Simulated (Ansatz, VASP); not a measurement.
**Ti (Titanium): VASP beside Ansatz**

One calculation is typed for both programs; each brings its own data sets. How far apart do they land? The structure shown is the end of the Ansatz relaxation below.

Calculated with Ansatz 0.2.0; plane waves, with VASP 6.6.1 beside it; single point at PBEsol.

## Step 1: The structure

Symmetry: P6_3/mmc, No. 194, hexagonal system. Conventional cell: a = 2.860 Å, b = 2.860 Å, c = 4.530 Å, α = 90.00°, β = 90.00°, γ = 120.00°. Ti has 12 Ti at 2.80 to 2.86 Å nearest.

Coordinates:

```cif
data_structure
_symmetry_space_group_name_H-M 'P 1'
_symmetry_Int_Tables_number 1
_cell_length_a 2.8601
_cell_length_b 2.8601
_cell_length_c 4.5305
_cell_angle_alpha 90.000
_cell_angle_beta 90.000
_cell_angle_gamma 120.000
_cell_volume 32.09
loop_
_atom_site_label
_atom_site_type_symbol
_atom_site_fract_x
_atom_site_fract_y
_atom_site_fract_z
_atom_site_occupancy
Ti1 Ti 0.33333 0.66667 0.25000 1
Ti2 Ti 0.66667 0.33333 0.75000 1
```

## Step 2: Ansatz: relaxation, PBEsol

Ansatz runs on its PAW soft_1 files.

This run makes the geometry at which the two programs are then compared.

input.yaml reads:

```yaml
crystal:
  lattice:
    - [2.8606653563, 0.0, 0.0]
    - [-1.4303326782, 2.4774088703, 0.0]
    - [0.0, 0.0, 4.5285479629]
  atoms:
    - { symbol: Ti, position: [0.3333333333, 0.6666666667, 0.25] }
    - { symbol: Ti, position: [0.6666666667, 0.3333333333, 0.75] }
kpoints:
  mp_grid: { grid: [18, 18, 12] }
hamiltonian:
  xc: pbesol
  pseudopotentials: { kind: paw, azcp: { folder: soft_1 }, xc_functional: pbe }
scf:
  occupations: { method: methfessel_paxton, width: 0.2 }
output:
  forces: true
  stress: true
  eigenvalues: true
relax:
  adjacent_minimum: "off"
  f_tol: 0.001
  max_steps: 60
  cell: { stress_tol: 0.01, fix: [volume] }
```

Launch:

```
$ ansatz run input.yaml --threads 4 --pin off --max-ram 10240MiB --backend cpu --events-out ev --progress --plain --runs-dir out
```

Numbers of over 12 decimals in the logs are rounded to 6 here.

The log of the run:

```text
Engine: ansatz 0.2.0, x86_64-unknown-linux-gnu
Pseudopotentials: kind: paw
Pseudopotential: Ti, paw, valence charge 12, recommended cutoff 420 eV (normal), soft_1/Ti.paw.azcp
Functional definition: PBEsol
  exchange = pbesol_x
  correlation = pbesol_c
Crystal: 2 atoms, lattice volume = 32.094 Å³
Basis set: ecut = 420 eV, 615 PW (Γ), exchange–correlation on 40×40×64 points (8 copies of the dense FFT grid, shifted against one another)
Bands: 16, of which v1, the nominal top of the filled ones, is band 12 counted from 1 (11 counted from 0)
Symmetry: 24 space group operations
Space group: P63/mmc (ITA 194), of the structure as read, at distance tolerance 3.2e-5 Å
k-points: 259 of 3888
Non-local potential: Ti, projectors of the file, l = 0: 3, l = 1: 2, l = 2: 3, l = 3: 1
PAW form: soft (Blöchl's): semilocal exchange-correlation on the pseudo side does not see the compensation charge
PAW frozen core: Ti, regenerated for the run's functional, and the local potential with it (the file was generated under x = pbe(κ = 0.804, μ = 0.219515), c = pbe(β = 0.066725))
PAW one-centre angular grid: Ti, 590 points (default); XC on 64 Gauss nodes
Initial density: superposition of atomic densities (chi_scale 0.1, normalization cell)
Initial wavefunctions: pseudopotential atomic-orbital guess
Functional: x = pbesol(κ = 0.804, μ = 0.123457), c = pbesol(β = 0.046)
SCF iter   1: F=—  HF=-4948.229999 eV  |F-HF|=—  |Δ(HF+E_count)|=         —  Δρ=6.43e-2  dr2=1.33e0  ethr=3.10e-3  ⟨swp⟩=3.1  Hψ=15409  notcnv=0
preconditioner: auto → none  [metal: Δε(μ)=0.006 eV  Ē_g=3.348 eV  σ=0.200 eV  W_gap=0.03  n_scr=8 (ndim 8)  ℏωp=18.5 eV  f_vac=0.000  D(μ)=1.51/eV (n_scr^D=22)  sad-step TF]
SCF iter   2: F=—  HF=-4947.891233 eV  |F-HF|=—  |Δ(HF+E_count)|=   3.39e-1  S|Δr|=    0.00e0  Δρ=3.24e-2  dr2=3.57e-1  ethr=3.10e-3  ⟨swp⟩=2.5  Hψ=8326  notcnv=0
SCF iter   3: F=—  HF=-4947.777000 eV  |F-HF|=—  |Δ(HF+E_count)|=   1.14e-1  S|Δr|=    0.00e0  Δρ=1.86e-3  dr2=5.31e-4  ethr=1.49e-3  ⟨swp⟩=2.6  Hψ=7240  notcnv=0
SCF iter   4: F=—  HF=-4947.777534 eV  |F-HF|=—  |Δ(HF+E_count)|=   5.34e-4  S|Δr|=    0.00e0  Δρ=1.95e-4  dr2=8.34e-6  ethr=2.21e-6  ⟨swp⟩=2.6  Hψ=7941  notcnv=0
SCF iter   5: F=—  HF=-4947.777534 eV  |F-HF|=—  |Δ(HF+E_count)|=  3.71e-10  S|Δr|=    0.00e0  Δρ=5.14e-5  dr2=5.83e-7  ethr=3.47e-8  ⟨swp⟩=2.0  Hψ=5187  notcnv=0
SCF iter   6: F=-4947.777534 eV  HF=-4947.777534 eV  |F-HF|=4.95e-9  |Δ(HF+E_count)|=   1.98e-7  S|Δr|=    0.00e0  Δρ=6.11e-6  dr2=6.88e-9  ethr=4.17e-10  ⟨swp⟩=5.1  Hψ=17405  notcnv=0
SCF 1 converged in 6 iterations: F = -4947.777534 eV  dr2 = 6.88e-9
  greatest PAW one-centre occupation: 0.999 electrons in one spin orbital (limit 2), on the Ti atom at site 1 (counted from 0), in its partial waves of l = 0
relax step   1: F+E_penalty+E_count = -4947.77753355 eV  Δ(F+E_penalty+E_count) = +0.000e0 eV  max|allowed force component| = 2.035e-16 eV/Å  Δτ_max = 0.0000 Å  P = +5.252 GPa  Ω = 32.094 Å³  fix = [volume]  reactions: volume +5.252 GPa  (6 SCF iters, dr2 threshold 1.00e-7 eV, accepted)
[...]
relax step   2: F+E_penalty+E_count = -4947.77753758 eV  Δ(F+E_penalty+E_count) = -4.030e-6 eV  max|allowed force component| = 1.018e-16 eV/Å  Δτ_max = 0.0000 Å  P = +5.251 GPa  Ω = 32.094 Å³  energy of the carried Pulay correction = -2.601e-7 eV  fix = [volume]  reactions: volume +5.251 GPa  (3 SCF iters, dr2 threshold 8.95e-9 eV, accepted)
[...]
relax step   3: F+E_penalty+E_count = -4947.77753696 eV  Δ(F+E_penalty+E_count) = +6.184e-7 eV  max|allowed force component| = 1.480e-16 eV/Å  Δτ_max = 0.0000 Å  P = +5.251 GPa  Ω = 32.094 Å³  fix = [volume]  reactions: volume +5.251 GPa  stress off target by 7.74e-3 GPa on what of the cell is left free  SCF on the basis re-selected at this cell (its energy is not comparable with the rows above)  (4 SCF iters)
basis re-selected at this cell: Δ(F+E_penalty+E_count) = +6.184e-7 eV, ΔP = +0.000 GPa vs the last step (what re-selecting the basis moved, of the pressure what is left beyond the Pulay correction that the steps carried, after the strain that the cell walked since its last selection, with what the two solves' SCF thresholds leave and, on support functions, any second-order correction that the steps lacked; it is no m [...]
SCF converged after 4 iterations
Stability not checked: this state was not tested for a lower state beside it, because cold or Methfessel-Paxton smearing, or corrected tetrahedra, fill the levels in a way that the test cannot read (fill_not_monotonic; see scf.lower_state_search)
Free energy (F): -4947.777537 eV
Harris-Foulkes:  -4947.777537 eV  (|F-HF|=0.00e0)
Internal energy: -4947.781712 eV  (E = F + TS)
E sigma→0 (E₀):  -4947.778581 eV
Entropy (-TS):   0.004175 eV (2.087 meV/atom)
Fermi energy:    14.455486 eV
--- Per-component energies (eV) ---
  E_band       = -285.216893
  E_kinetic    = 565.989183
  E_local      = -1659.420684  (includes V_loc(G=0)·N_el)
  E_nonlocal   = 124.269819
  E_hartree    = 662.002697
  E_xc         = -231.654503
  E_vxc        = -291.513258  (∫ρ·V_xc dr)
  E_paw        = -2035.259700  (= ΣΔE_a)
  E_vpaw       = -348.547197  (= ΣTr[D̂ρ^β])
  E_aug_tail   = -0.000149  (compensation charges beyond the density's cutoff)
  E_ewald      = -2373.987144
  E_core_change = 0.278769  (= ΣΔE_core)
  E_smearing   = 0.004175  (= −TS)
  E_closure    = -0.000000  (closes the sum)
  Σ components = -4947.777537   (vs F -4947.777537, Δ=0.00e0)
--- Forces (eV/Å), atoms counted from 1 ---
  atom   1  Ti     0.00000000    -0.00000000    -0.00000000
  atom   2  Ti    -0.00000000     0.00000000     0.00000000
  max |Σ_I F_I| component: 7.40e-17 eV/Å
--- Stress (GPa, compression-positive) ---
        5.246717      -0.000000       0.000000
       -0.000000       5.246717       0.000000
        0.000000       0.000000       5.258329
  P = ⅓ Tr σ = 5.2506 GPa (52.506 kbar)
--- Band table (eV; the first three rows and the last of 259) ---
  k-point 0: bands = [... 8 lower, 8.0930, 11.5519, 15.2576, 15.2576, 15.3961, 15.4460, 15.8226, 15.8226]
  k-point 1: bands = [... 8 lower, 8.1563, 11.5326, 15.2228, 15.2228, 15.3272, 15.3594, 15.7852, 15.7852]
  k-point 2: bands = [... 8 lower, 8.3435, 11.4596, 15.0360, 15.1512, 15.1512, 15.2537, 15.6841, 15.6841]
  k-point 258: bands = [... 8 lower, 13.0787, 13.0787, 13.2447, 13.2447, 14.2699, 14.2699, 16.2623, 16.2623]
--- Relaxed structure (2 steps of the walk, 2 accepted, 1 SCFs on fresh bases) ---
  F+E_penalty+E_count = -4947.77753696 eV   max|allowed force component| = 1.480e-16 eV/Å   (the final SCF, on the basis selected at the relaxed cell)
  cell:  # Å, volume = 32.0940 Å³
    - [2.860062, 2.8861402528958317e-11, 0]
    - [-1.430031, 2.476887, 0]
    - [0, 0, 4.530458]
  atoms:
    - { symbol: Ti, position: [0.333333, 0.666667, 0.25] }
    - { symbol: Ti, position: [0.666667, 0.333333, 0.750000] }
```

## Step 3: VASP: single point, PBEsol, pair 1

The same cell, functional, mesh and smearing now go to VASP, with its own data sets.

Lines of VASP's logs that name or quote its potential files are left out, and so is its time.

INCAR reads:

```
SYSTEM = Ti
PREC = Accurate
ENCUT = 500
EDIFF = 1E-06
NELM = 120
ISMEAR = 1
SIGMA = 0.2
LREAL = .FALSE.
ALGO = Normal
GGA = PS
NBANDS = 18
LASPH = .TRUE.
LORBIT = 11
LWAVE = .FALSE.
LCHARG = .FALSE.
ISIF = 2
GGA_COMPAT = .FALSE.
KPAR = 2
```

POSCAR reads:

```
Ti
1.0
    2.8600623205      0.0000000000      0.0000000000
   -1.4300311603      2.4768866259      0.0000000000
    0.0000000000      0.0000000000      4.5304578266
Ti
2
Direct
    0.3333333333      0.6666666667      0.2500000000
    0.6666666667      0.3333333333      0.7500000000
```

KPOINTS reads:

```
Automatic mesh
0
Gamma
18 18 12
0 0 0
```

The projector-augmented-wave data sets are Ti_sv (PBE family, release 64).

Launch:

```
$ mpirun -np 2 vasp_std
```

The log of the run:

```text
[banner, memory and clock lines left out]
running    2 mpi-ranks, on    1 nodes
 distrk:  each k-point on    1 cores,    2 groups
 distr:  one band on    1 cores,    1 groups

 POSCAR found type information on POSCAR Ti
 POSCAR found :  1 types and       2 ions
|                                                                             |
|               ----> ADVICE to this user running VASP <----                  |
|                                                                             |
|     You enforced a specific xc type in the INCAR file but a different       |
|     [... a line on the potential file left out ...]
|     I HOPE YOU KNOW WHAT YOU ARE DOING!                                     |
|                                                                             |

 LDA part: xc-table for (Slater+PW92), standard interpolation
 POSCAR, INCAR and KPOINTS ok, starting setup
 FFT: planning ... GRIDC
 FFT: planning ... GRID_SOFT
 FFT: planning ... GRID
 WAVECAR not read
 entering main loop
       N       E                     dE             d eps       ncg     rms          rms(c)
DAV:   1     0.254440100941E+03    0.25444E+03   -0.13042E+04  9348   0.165E+03
DAV:   2     0.109775744697E+02   -0.24346E+03   -0.24023E+03  9530   0.452E+02
DAV:   3    -0.175949506245E+02   -0.28573E+02   -0.28171E+02 17514   0.127E+02
DAV:   4    -0.186974596417E+02   -0.11025E+01   -0.11010E+01 10604   0.262E+01
DAV:   5    -0.187478854654E+02   -0.50426E-01   -0.50416E-01 14350   0.407E+00    0.134E+01
DAV:   6    -0.166573804338E+02    0.20905E+01   -0.72878E+00 11002   0.291E+01    0.351E+00
DAV:   7    -0.166338197224E+02    0.23561E-01   -0.89165E-01 14204   0.737E+00    0.214E+00
DAV:   8    -0.166674757515E+02   -0.33656E-01   -0.25147E-01 10750   0.606E+00    0.817E-01
DAV:   9    -0.166572375139E+02    0.10238E-01   -0.56608E-02 10934   0.262E+00    0.810E-02
DAV:  10    -0.166577262784E+02   -0.48876E-03   -0.35685E-03 13682   0.408E-01    0.984E-02
DAV:  11    -0.166577548478E+02   -0.28569E-04   -0.22877E-04 11456   0.128E-01    0.406E-02
DAV:  12    -0.166577450228E+02    0.98250E-05   -0.42792E-05 11214   0.625E-02    0.408E-03
DAV:  13    -0.166577447632E+02    0.25956E-06   -0.17753E-06  7654   0.110E-02
   1 F= -.16657745E+02 E0= -.16659125E+02  d E =0.414066E-02
```

OUTCAR, selected parts (step 3):

```text
ion  position               nearest neighbor table
   1  0.333  0.667  0.250-   2 2.80   2 2.80   2 2.80   2 2.80   2 2.80   2 2.80
   2  0.667  0.333  0.750-   1 2.80   1 2.80   1 2.80   1 2.80   1 2.80   1 2.80

  LATTYP: Found a hexagonal cell.
 ALAT       =     2.8600623205
 C/A-ratio  =     1.5840416463

 Subroutine GETGRP returns: Found 24 space group operations
 (whereof 12 operations were pure point group operations)

The static configuration has the point symmetry D_3d.
 The point group associated with its full space group is D_6h.

 Found    259 irreducible k-points:

   k-points           NKPTS =    259   k-points in BZ     NKDIM =    259   number of bands    NBANDS=     18

   dimension x,y,z NGX =    24 NGY =   24 NGZ =   36
   dimension x,y,z NGXF=    48 NGYF=   48 NGZF=   72

   ENCUT  =  500.0 eV  36.75 Ry    6.06 a.u.   5.21  5.21  8.26*2*pi/ulx,y,z

   NELECT =      24.0000    total number of electrons

 k-points in reciprocal lattice and weights: Automatic mesh
   0.00000000  0.00000000  0.00000000       0.000
   0.05555556  0.00000000  0.00000000       0.002
   0.11111111  0.00000000  0.00000000       0.002
   0.16666667  0.00000000  0.00000000       0.002
   0.22222222  0.00000000  0.00000000       0.002
   0.27777778  0.00000000  0.00000000       0.002
   0.33333333  0.00000000  0.00000000       0.002
   0.38888889 -0.00000000  0.00000000       0.002
   0.44444444  0.00000000  0.00000000       0.002
[...]
0.33333333  0.27777778  0.50000000       0.003
   0.33333333  0.33333333  0.50000000       0.001

 average (electrostatic) potential at core
       1 -71.2564       2 -71.2564

 E-fermi :   9.0817

 k-point     1 :       0.0000    0.0000    0.0000
  band No.  band energies     occupation
    ...
      6     -23.3033      2.00000
      7     -23.2680      2.00000
      8     -23.2680      2.00000
      9       2.6785      2.00000
     10       6.1706      2.00000
     11       9.8805     -0.00000
     12       9.8805     -0.00000
     13      10.0157     -0.00000
     14      10.0873     -0.00000
     15      10.4426     -0.00000
    ...

 k-point     2 :       0.0556    0.0000    0.0000
  band No.  band energies     occupation
    ...
      6     -23.3071      2.00000
      7     -23.2874      2.00000
      8     -23.2703      2.00000
      9       2.7728      2.00000
     10       6.2462      2.00000
     11       9.6709     -0.00025
     12       9.8760     -0.00000
     13       9.9490     -0.00000
     14      10.1847     -0.00000
     15      10.3925     -0.00000
    ...

 k-point     3 :       0.1111    0.0000    0.0000
  band No.  band energies     occupation
    ...
      6     -23.3424      2.00000
      7     -23.3182      2.00000
      8     -23.2772      2.00000
      9       3.0495      2.00000
     10       6.4594      2.00000
     11       9.3538     -0.06624
     12       9.3930     -0.05015
     13      10.1510     -0.00000
     14      10.2283     -0.00000
     15      10.4328     -0.00000
    ...

  Total        0.9766191      0.9766191      0.9790208     -0.0000000      0.0000000     -0.0000000
  in kB       48.7542033     48.7542033     48.8741014     -0.0000000      0.0000000     -0.0000000
  external PRESSURE =      48.7941693 kB  Pullay stress =       0.0000000 kB

  energy-cutoff  :      500.00
  volume of cell :       32.09
      direct lattice vectors                 reciprocal lattice vectors
     2.860062320  0.000000000  0.000000000     0.349642731  0.201866325  0.000000000
    -1.430031160  2.476886626  0.000000000     0.000000000  0.403732650  0.000000000
     0.000000000  0.000000000  4.530457827     0.000000000  0.000000000  0.220728244

 POSITION                                       TOTAL-FORCE (eV/Angst)
 -----------------------------------------------------------------------------------
     -0.00000      1.65126      1.13261        -0.000000      0.000000      0.000000
      1.43003      0.82563      3.39784         0.000000     -0.000000      0.000000
 -----------------------------------------------------------------------------------
    total drift:                               -0.000000      0.000000     -0.000000

  FREE ENERGIE OF THE ION-ELECTRON SYSTEM (eV)
  ---------------------------------------------------
  free  energy   TOTEN  =       -16.6577447632 eV

  energy  without entropy=      -16.6618854240  energy(sigma->0) =      -16.65912498

 total charge
# of ion       s       p       d       tot
------------------------------------------
    1        2.269   6.138   1.946  10.352
    2        2.269   6.138   1.946  10.352
--------------------------------------------------
tot          4.537  12.275   3.893  20.705

[... 3 further parts left out ...]
```

The run ends at a pressure of 4.88 GPa.

## Step 4: Comparison

Known differences besides the potentials themselves: the cutoff is 420 eV in Ansatz and 500 eV in VASP; Ansatz makes its cores anew for this functional, VASP keeps those of its PBE data sets; Ansatz's pressure holds a Pulay correction, VASP's none. Total energies have different zeros and are not compared.

The two programs side by side:

| quantity | Ansatz | VASP | difference |
| --- | --- | --- | --- |
| pressure (GPa) | 5.25 | 4.88 | +0.37 |

## Step 5: Ansatz: relaxation, PBEsol

This run makes the geometry at which the two programs are then compared. The cell compared in this pair holds 32.76 Å³, against 32.09 Å³ for the pair before.

The structure compared here is the end of the Ansatz relaxation.

Changes to input.yaml since step 2:

```diff
@@ -2,5 +2,5 @@
   lattice:
-    - [2.8606653563, 0.0, 0.0]
-    - [-1.4303326782, 2.4774088703, 0.0]
-    - [0.0, 0.0, 4.5285479629]
+    - [2.8809753288, 0.0, 0.0]
+    - [-1.4404876644, 2.4949978224, 0.0]
+    - [0.0, 0.0, 4.5579425736]
   atoms:
```

Launch:

```
$ ansatz run input.yaml --threads 4 --pin off --max-ram 10240MiB --backend cpu --events-out ev --progress --plain --runs-dir out
```

The log of the run:

```text
[...]
Crystal: 2 atoms, lattice volume = 32.763 Å³
Basis set: ecut = 420 eV, 627 PW (Γ), exchange–correlation on 40×40×64 points (8 copies of the dense FFT grid, shifted against one another)
Bands: 16, of which v1, the nominal top of the filled ones, is band 12 counted from 1 (11 counted from 0)
Symmetry: 24 space group operations
[...]
k-points: 259 of 3888
[...]
k-point 258: bands = [... 8 lower, 12.7666, 12.7666, 12.9329, 12.9329, 13.9160, 13.9160, 15.8847, 15.8847]
--- Relaxed structure (2 steps of the walk, 2 accepted, 1 SCFs on fresh bases) ---
[...]
cell:  # Å, volume = 32.7626 Å³
    - [2.880395, 0.0, 0.0]
    - [-1.440197, 2.494495, 0.0]
    - [0.0, 0.0, 4.559780]
  atoms:
    - { symbol: Ti, position: [0.333333, 0.666667, 0.250000] }
    - { symbol: Ti, position: [0.666667, 0.333333, 0.75] }
[key lines of the parts left out:]
SCF converged after 4 iterations
Free energy (F): -4947.793633 eV
Fermi energy:    14.113628 eV
P = ⅓ Tr σ = 2.5041 GPa (25.041 kbar)
```

## Step 6: VASP: single point, PBEsol, pair 2

The same cell, functional, mesh and smearing now go to VASP, with its own data sets.

INCAR is that of step 3.

POSCAR reads:

```
Ti
1.0
    2.8803947064      0.0000000000      0.0000000000
   -1.4401973532      2.4944949886      0.0000000000
    0.0000000000      0.0000000000      4.5597803151
Ti
2
Direct
    0.3333333333      0.6666666667      0.2500000000
    0.6666666667      0.3333333333      0.7500000000
```

KPOINTS is that of step 3.

Launch:

```
$ mpirun -np 2 vasp_std
```

The log of the run:

```text
[banner, memory and clock lines left out]
running    2 mpi-ranks, on    1 nodes
[...]
[... a notice as in an earlier step ...]

 LDA part: xc-table for (Slater+PW92), standard interpolation
 POSCAR, INCAR and KPOINTS ok, starting setup
[...]
entering main loop
       N       E                     dE             d eps       ncg     rms          rms(c)
DAV:   1     0.254516849904E+03    0.25452E+03   -0.12945E+04  9332   0.164E+03
DAV:   2     0.109578312752E+02   -0.24356E+03   -0.24027E+03  9464   0.452E+02
DAV:   3    -0.176806646899E+02   -0.28638E+02   -0.28298E+02 17514   0.127E+02
DAV:   4    -0.187862839683E+02   -0.11056E+01   -0.11045E+01 10684   0.264E+01
[...]
DAV:  11    -0.166727616600E+02   -0.40881E-04   -0.22122E-04 11098   0.123E-01    0.397E-02
DAV:  12    -0.166727526182E+02    0.90418E-05   -0.43351E-05 11360   0.611E-02    0.467E-03
DAV:  13    -0.166727525677E+02    0.50471E-07   -0.14305E-06  7394   0.109E-02
   1 F= -.16672753E+02 E0= -.16674232E+02  d E =0.443700E-02
```

(Part 1 of 2 ends here.)

[Lines on the potential files, build, host, timing and source positions are cut from VASP's logs without a mark.]

[Logs are printed without paths, hosts, clocks, repeated set-up lines and the standing remarks that a program may print on its own settings, such as how far it seeks lower states.]

[Hosts, paths, dates, database ids (printed as entryN), source tags and the programs' standing remarks are cut or masked in the printed files.]
